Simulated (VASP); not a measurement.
Energy against volume of Bi (a7). Method: LDA (Ceperley-Alder, Perdew-Zunger), VASP's LDA PAW potentials (set 64) (plane waves; VASP). Run with 520 eV cut-off, 10×10×10 Γ-centred mesh, first-order Methfessel-Paxton smearing of 0.10 eV, potentials Bi_d.

Shape and ions are relaxed at each volume.

```csv
V (Å³/atom),E (eV/atom)
31.521,-4.54505
32.527,-4.55991
33.533,-4.56467
34.539,-4.56137
```

Problem. Fit these four points and predict the energy of the run at 35.545 Å³/atom.

Solution. A cubic in V^(−2/3), the third-order Birch-Murnaghan form, passes through the four points with V0 = 33.59 Å³/atom and B0 = 42 GPa, and gives -4.5517 eV/atom there. The run gave -4.5517 eV/atom, +0.0 meV/atom from the fit; all five points give B0 = 42 GPa.

The compound is Bi in the a7 structure. It was relaxed first, which changed the volume by -5 %.
